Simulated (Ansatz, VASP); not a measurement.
**HPbNO4: VASP beside Ansatz**

```
CELL_PARAMETERS angstrom
3.85404 0.14384 0.09012
-0.25320 5.52698 0.16471
-0.48197 -1.92720 5.72025
ATOMIC_POSITIONS crystal
H 0.09417 0.65249 0.55005
Pb 0.60528 0.51564 0.15510
N 0.92822 0.96629 0.95871
O 0.01648 0.12958 0.87762
O 0.70978 0.00114 0.12867
O 0.00782 0.74454 0.86968
O 0.10479 0.58988 0.37446
```

Change from the starting cell: atoms moved at random, drawn with an rms of 0.05 Å.

Alike in both runs: task single point; functional PBE; k mesh 7 × 5 × 5; occupations fermi-dirac, width 0.05 eV; no spin polarisation.

|  | VASP | Ansatz |
| --- | --- | --- |
| version | VASP 6.6.1 | Ansatz 0.2.0 |
| potentials or method | VASP PAW PBE potentials, release 64 (H, Pb_d, N, O) | Ansatz PAW |
| plane-wave cutoff (eV) | 520 | 420 |
| valence electrons in the cell | 44 | 44 |

```tsv
	VASP	Ansatz	Ansatz less VASP
gap on the k mesh at the Fermi level (eV)	3.21	3.23	+0.022
least direct gap on the mesh (eV)	3.30	3.33	+0.025
pressure (GPa)	1.2	0.5	-0.63
largest component of the traceless stress (GPa)	4.93	4.25	-0.683
rms of the force components (eV/Å)	1.373	1.233	-0.1396
```

Atom by atom the forces differ by 0.220 eV/Å (rms over components). The functional is the same, so the differences come from potentials, cutoffs and numerics.

Caveats: spin-orbit coupling is left out, which as a rule narrows the gap of such compounds by several tenths of an eV; the standard files for N, O and F lose accuracy on very short bonds (VASP); an odd mesh through Γ misses points on the zone boundary, where band edges often lie (VASP); odd divisions of the mesh miss points on the zone boundary, where band edges often lie, so the gap on the mesh can be too wide (Ansatz); the pressure holds a Pulay correction of +0.5 GPa for the finite cutoff (Ansatz).
